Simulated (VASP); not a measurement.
Output of a VASP run:

**OUTCAR**
```
 ion  position               nearest neighbor table
   1  0.750  0.250  0.500-   2 3.05   2 3.05   2 3.05   2 3.05
   2  0.000  0.000  0.000-   1 3.05   1 3.05   1 3.05   1 3.05
  LATTYP: Found a body centered tetragonal cell.
 ALAT       =     5.8802800000
 C/A-ratio  =     0.5439536893
 Subroutine PRICEL returns:
 Original cell was already a primitive cell.
 Subroutine GETGRP returns: Found 16 space group operations
The static configuration has the point symmetry D_2d.
 The point group associated with its full space group is D_4h.
The dynamic configuration has the point symmetry D_2d.
 Subroutine INISYM returns: Found 16 space group operations
 Subroutine IBZKPT returns following result:
 Found    196 irreducible k-points:

 Following reciprocal coordinates:
            Coordinates               Weight
  0.000000  0.000000  0.000000      1.000000
  0.076923  0.000000  0.000000      8.000000
  0.153846  0.000000  0.000000      8.000000
  0.230769 -0.000000  0.000000      8.000000
  0.307692  0.000000  0.000000      8.000000
  0.384615 -0.000000  0.000000      8.000000
  0.461538 -0.000000  0.000000      8.000000
  0.076923  0.076923  0.000000      8.000000
  0.153846  0.076923  0.000000     16.000000
  0.230769  0.076923  0.000000     16.000000
  0.307692  0.076923 -0.000000     16.000000
  0.384615  0.076923  0.000000     16.000000
  0.461538  0.076923  0.000000     16.000000
 -0.461538  0.076923 -0.000000     16.000000
 -0.384615  0.076923 -0.000000     16.000000
 -0.307692  0.076923 -0.000000     16.000000
 -0.230769  0.076923  0.000000     16.000000
 -0.153846  0.076923 -0.000000     16.000000
 -0.076923  0.076923  0.000000      4.000000
  0.153846  0.153846  0.000000      8.000000
  0.230769  0.153846  0.000000     16.000000
  0.307692  0.153846  0.000000     16.000000
  0.384615  0.153846  0.000000     16.000000
  0.461538  0.153846  0.000000     16.000000
 -0.461538  0.153846  0.000000     16.000000
 -0.384615  0.153846 -0.000000     16.000000
 -0.307692  0.153846 -0.000000     16.000000
 -0.230769  0.153846  0.000000     16.000000
 -0.153846  0.153846  0.000000      4.000000
  0.230769  0.230769  0.000000      8.000000
  0.307692  0.230769 -0.000000     16.000000
  0.384615  0.230769  0.000000     16.000000
  0.461538  0.230769 -0.000000     16.000000
 -0.461538  0.230769 -0.000000     16.000000
 -0.384615  0.230769 -0.000000     16.000000
 -0.307692  0.230769 -0.000000     16.000000
 -0.230769  0.230769  0.000000      4.000000
  0.307692  0.307692  0.000000      8.000000
  0.384615  0.307692  0.000000     16.000000
  0.461538  0.307692  0.000000     16.000000
   k-points           NKPTS =    196   k-points in BZ     NKDIM =    196   number of bands    NBANDS=     18
   number of dos      NEDOS =    301   number of ions     NIONS =      2
   total plane-waves  NPLWV =  21952
   dimension x,y,z NGX =    28 NGY =   28 NGZ =   28
   dimension x,y,z NGXF=    56 NGYF=   56 NGZF=   56
   ions per type =               2
   PREC   = accura    normal or accurate (medium, high low for compatibility)
   ISTART =      0    job   : 0-new  1-cont  2-samecut
   ICHARG =      2    charge: 1-file 2-atom 10-const
   ISPIN  =      1    spin polarized calculation?
   LNONCOLLINEAR =      F non collinear calculations
   LSORBIT =      F    spin-orbit coupling
   INIWAV =      1    electr: 0-lowe 1-rand  2-diag
   ENCUT  =  300.0 eV  22.05 Ry    4.70 a.u.   6.29  6.29  6.29*2*pi/ulx,y,z
   NELM   =    100;   NELMIN=  2; NELMDL= -5     # of ELM steps
   EDIFF  = 0.1E-05   stopping-criterion for ELM
   LREAL  =      F    real-space projection
   NLSPLINE    = F    spline interpolate recip. space projectors
   LMAXMIX     =    4 max onsite mixed and CHGCAR
   VOSKOWN=      0    Vosko Wilk Nusair interpolation
   EDIFFG = 0.1E-04   stopping-criterion for IOM
   NSW    =      0    number of steps for IOM
...
```

**OSZICAR**
```
       N       E                     dE             d eps       ncg     rms          rms(c)
DAV:   1     0.171502556673E+03    0.17150E+03   -0.11418E+04  7068   0.177E+03
DAV:   2     0.669068344113E+01   -0.16481E+03   -0.16294E+03  7080   0.366E+02
DAV:   3    -0.726243665623E+01   -0.13953E+02   -0.13827E+02  8192   0.120E+02
DAV:   4    -0.761331754582E+01   -0.35088E+00   -0.35028E+00  7890   0.205E+01
DAV:   5    -0.762563161422E+01   -0.12314E-01   -0.12313E-01  9556   0.336E+00    0.228E+00
DAV:   6    -0.761179285048E+01    0.13839E-01   -0.26403E-02  9126   0.246E+00    0.129E+00
DAV:   7    -0.760777185433E+01    0.40210E-02   -0.18916E-02  9136   0.201E+00    0.143E-01
DAV:   8    -0.760768659633E+01    0.85258E-04   -0.17680E-03  8250   0.622E-01    0.333E-02
DAV:   9    -0.760769564366E+01   -0.90473E-05   -0.45831E-05  8560   0.683E-02    0.123E-02
DAV:  10    -0.760769420268E+01    0.14410E-05   -0.55547E-06  7864   0.333E-02    0.190E-03
DAV:  11    -0.760769420971E+01   -0.70263E-08   -0.21062E-07  3818   0.673E-03
   1 F= -.76076942E+01 E0= -.76077750E+01  d E =0.242301E-03
```

OUTCAR:
```
------------------------ aborting loop because EDIFF is reached ----------------------------------------
  FORCE on cell =-STRESS in cart. coord.  units (eV):
  Direction    XX          YY          ZZ          XY          YZ          ZX
  --------------------------------------------------------------------------------------
  Total        0.3116514      0.3116514      0.2440628      0.0000000      0.0000000      0.0000000
  in kB        9.0292923      9.0292923      7.0710878      0.0000000      0.0000000      0.0000000
  external PRESSURE =       8.3765575 kB  Pullay stress =       0.0000000 kB
  volume of cell :       55.30
      direct lattice vectors                 reciprocal lattice vectors
    -2.940140000  2.940140000  1.599300000     0.000000000  0.170059929  0.312636779
     2.940140000 -2.940140000  1.599300000     0.170059929  0.000000000  0.312636779
     2.940140000  2.940140000 -1.599300000     0.170059929  0.170059929  0.000000000
 POSITION                                       TOTAL-FORCE (eV/Angst)
 -----------------------------------------------------------------------------------
     -0.00000      2.94014      0.79965        -0.000000     -0.000000     -0.000000
      0.00000      0.00000      0.00000         0.000000      0.000000      0.000000
 -----------------------------------------------------------------------------------
    total drift:                               -0.000000      0.000000      0.000000
  FREE ENERGIE OF THE ION-ELECTRON SYSTEM (eV)
  ---------------------------------------------------
  free  energy   TOTEN  =        -7.6076942097 eV

  energy  without entropy=       -7.6079365104  energy(sigma->0) =       -7.60777498
```
(Selected blocks of OUTCAR.)

POSCAR:
```
Sn
1
   -2.9401400000     2.9401400000     1.5993000000
    2.9401400000    -2.9401400000     1.5993000000
    2.9401400000     2.9401400000    -1.5993000000
Sn
2
Direct
  0.7500000000   0.2500000000   0.5000000000
  0.0000000000   0.0000000000   0.0000000000
```

Task: Write an INCAR and KPOINTS that could have produced this output.

Result: One answer among several that fit: the input of the run itself, PBE GGA, plane waves, VASP's PBE PAW potentials (set 64).

File KPOINTS:
```
Regular mesh
0
gamma
  13 13 13
0 0 0
```

### INCAR
```
ALGO=Normal
EDIFF=1E-6
ENCUT=300
GGA=PE
ISIF=2
ISMEAR=1
LASPH=.TRUE.
LCHARG=.FALSE.
LMAXMIX=4
LREAL=.FALSE.
LWAVE=.FALSE.
NELM=100
PREC=Accurate
SIGMA=0.05
SYSTEM=Sn
```

POTCAR, in this order: Sn_d (PBE.64 set). Program: vasp_std.

At this cut-off the stress carries a Pulay error, which pulls relaxed volumes low.

The structure comes from a computed database's Sn entry; how it stands against other phases isn't given here. The cell was not relaxed at this level. The run is one of a series of settings (KPOINTS 13×13×13 Γ-centred mesh against the base run), some of them coarse on purpose.
